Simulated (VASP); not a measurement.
# OsI (Cmmm) in VASP: further runs, part 2 of 2

VASP 6.6.1. The steps go on from the part before.

### Step 3. Relaxation of cell and atoms, PBEsol

Input file INCAR:

```
ALGO = Normal ; EDIFF = 1E-6
EDIFFG = -0.02 ; ENCUT = 600
GGA = PS ; IBRION = 2
ISIF = 3 ; ISMEAR = 0
LASPH = T ; LCHARG = F
LREAL = F ; LWAVE = F
NELM = 80 ; NSW = 60
PREC = Accurate ; SIGMA = 0.05
```

Input file KPOINTS:

```
k-points
0
Gamma
  8 8 5
```

Input file POSCAR:

```
OsI
1.0
    1.9529164700     -2.7912443400      0.0000000000
    1.9529164700      2.7912443400      0.0000000000
    0.0000000000      0.0000000000      5.4703896700
Os I
1 1
Direct
    0.5000000000      0.5000000000      0.5000000000
    0.0000000000      0.0000000000      0.0000000000
```

Potentials or basis: VASP PAW PBE potentials, release 64 (Os, I).

Launch:

```console
$ cat potpaw_PBE.64/Os/POTCAR potpaw_PBE.64/I/POTCAR > POTCAR
$ mpirun -np 1 vasp_std > vasp.out
```

OUTCAR:

```text
EDIFF = 1E-6
   EDIFFG = -0.02
   ENCUT = 600
   GGA = PS
   IBRION = 2
   ISIF = 3
   ISMEAR = 0
   LASPH = T
   LREAL = F
   NELM = 80
   NSW = 60
   PREC = Accurate

 ion  position               nearest neighbor table
   1  0.500  0.500  0.500-   2 3.36   2 3.36   2 3.36   2 3.36
   2  0.000  0.000  0.000-   1 3.36   1 3.36   1 3.36   1 3.36

  LATTYP: Found a base centered orthorhombic cell.
 ALAT       =     3.9058329400
 B/A-ratio  =     1.4292697014
 C/A-ratio  =     1.4005692906

  Lattice vectors:

 A1 = (   1.9529164700,  -2.7912443400,   0.0000000000)
 A2 = (   1.9529164700,   2.7912443400,   0.0000000000)
 A3 = (   0.0000000000,   0.0000000000,   5.4703896700)

Analysis of symmetry for initial positions (statically):
=====================================================================
 Subroutine PRICEL returns:
 Original cell was already a primitive cell.

 Routine SETGRP: Setting up the symmetry group for a
 base centered orthorhombic supercell.

 Subroutine GETGRP returns: Found  8 space group operations
 (whereof  8 operations were pure point group operations)
 out of a pool of  8 trial point group operations.

The static configuration has the point symmetry D_2h.

Analysis of symmetry for dynamics (positions and initial velocities):
=====================================================================
 Subroutine PRICEL returns:
[... 151 lines left out ...]

 Free energy of the ion-electron system (eV)
  ---------------------------------------------------
  ext. energy  EPLUGINS =         0.00000000
  ---------------------------------------------------
  free energy    TOTEN  =        -7.81938225 eV

  energy without entropy =       -7.80862752  energy(sigma->0) =       -7.81400488

 E-fermi :   4.1657     XC(G=0): -10.0757

 val. band max:        4.1567333449   @ k =   0.1250  -0.0000   0.4000
 cond. band min:       4.1666310399   @ k =  -0.2500   0.1250   0.2000
 fundamental gap:      0.0098976950
 Fermi energy:         4.1656805452
[... 773 lines left out ...]
  band No.  band energies     occupation
      1      -5.8455      2.00000
      2       3.0560      2.00000
      3       5.5803      2.00000
      4       6.7379      2.00000
      5       8.9858      2.00000
      6       9.3188      2.00000
      7       9.9381      2.00000
      8      10.0917      2.00000
      9      10.6487      0.00000
     10      13.9820      0.00000
     11      16.5125      0.00000

 [... further k-points ...]

[... ionic steps 4 to 15 ...]

--------------------------------------- Ionic step       16  -------------------------------------------

 number of electron      15.0000000 magnetization

------------------------ aborting loop because EDIFF is reached ----------------------------------------
[... 67 lines left out ...]
--------------------------------------- Ionic step       18  -------------------------------------------

 number of electron      15.0000000 magnetization

 Free energy of the ion-electron system (eV)
  ---------------------------------------------------
  ext. energy  EPLUGINS =         0.00000000
  ---------------------------------------------------
  free energy    TOTEN  =       -10.39501416 eV

  energy without entropy =      -10.39028166  energy(sigma->0) =      -10.39264791

 E-fermi :   9.6135     XC(G=0): -12.1730

 val. band max:        9.6075092122   @ k =   0.5000   0.3750   0.2000
 cond. band min:       9.6351901614   @ k =   0.3750  -0.0000   0.2000
 fundamental gap:      0.0276809492
 Fermi energy:         9.6135220361
[... 365 lines left out ...]
  FREE ENERGIE OF THE ION-ELECTRON SYSTEM (eV)
  ---------------------------------------------------
  free  energy   TOTEN  =       -10.3950141557 eV

  energy  without entropy=      -10.3902816566  energy(sigma->0) =      -10.39264791

 reached required accuracy - stopping structural energy minimisation
```

CONTCAR:

```text
OsI
   1.00000000000000
     1.5163263128564173   -2.7556422399309213    0.0000000000000000
     1.5163263128564173    2.7556422399309213    0.0000000000000000
     0.0000000000000000    0.0000000000000000    4.6209655301842760
  Os              I
     1     1
Direct
     0.5000000000000000    0.5000000000000000    0.5000000000000000
     0.0000000000000000    0.0000000000000000    0.0000000000000000

  0.00000000E+00  0.00000000E+00  0.00000000E+00
  0.00000000E+00  0.00000000E+00  0.00000000E+00
```

Wall time 3.2 min (1 thread of Intel Xeon 6975P-C (Granite Rapids), shared host); peak memory 0.24 GiB.

What came out:

```yaml
Free_energy: -10.3950 eV
Relaxed_volume: 19.31 Å³/atom
Relaxed_cell: a = 3.145 Å, b = 3.145 Å, c = 4.621 Å, α = 90.00°, β = 90.00°, γ = 122.36°
Space_group_after_relaxing_to_0.05_Å: Cmmm (No. 65)
Energy_gained_by_relaxing: 1287.8 meV/atom
Ionic_steps: 18
Pressure_after_relaxing: 0.0 GPa
Band_gap_on_the_k_mesh: none (metal or under the smearing width)
```

Step by step:
| step | energy change (eV) | largest force (eV/Å) | pressure (GPa) | volume (Å³) |
| --- | --- | --- | --- | --- |
| 1 | 0.0000 | 0.0000 | -19.36 | 59.64 |
| 2 | -2.0645 | 0.0000 | 26.01 | 33.54 |
| 3 | -2.3353 | 0.0000 | 0.49 | 37.93 |
| 4 | -2.3367 | 0.0000 | 2.02 | 37.56 |
| 5 | -2.5385 | 0.0000 | 6.04 | 36.80 |
| 6 | -2.5390 | 0.0000 | 6.52 | 36.73 |
| 7 | -2.5239 | 0.0000 | -6.41 | 40.57 |
| 8 | -2.5722 | 0.0000 | -0.18 | 38.38 |
| 9 | -2.5722 | 0.0000 | -0.04 | 38.35 |
| 10 | -2.5741 | 0.0000 | 0.11 | 38.42 |
| 11 | -2.5744 | 0.0000 | 0.57 | 38.59 |
| 12 | -2.5753 | 0.0000 | 0.31 | 38.50 |
| 13 | -2.5754 | 0.0000 | 0.41 | 38.53 |
| 14 | -2.5754 | 0.0000 | 0.37 | 38.52 |
| 15 | -2.5752 | 0.0000 | -0.64 | 38.84 |
| 16 | -2.5756 | 0.0000 | -0.05 | 38.64 |
| 17 | -2.5756 | 0.0000 | -0.04 | 38.64 |
| 18 | -2.5756 | 0.0000 | 0.03 | 38.62 |

Final structure:
```
CELL_PARAMETERS angstrom
1.51633 -2.75564 0.00000
1.51633 2.75564 0.00000
0.00000 0.00000 4.62097
ATOMIC_POSITIONS crystal
Os 0.50000 0.50000 0.50000
I 0.00000 0.00000 0.00000
```

Caveat: the volume moved by over 15 % at a fixed basis, so the end points are rough; the PAW data sets were made with another functional, which shifts forces and pressure a little; an odd number of electrons without spin polarisation forces a metal; a magnetic or distorted state may lie lower. The run has no spin-orbit coupling, so splittings on I, Os are missing.
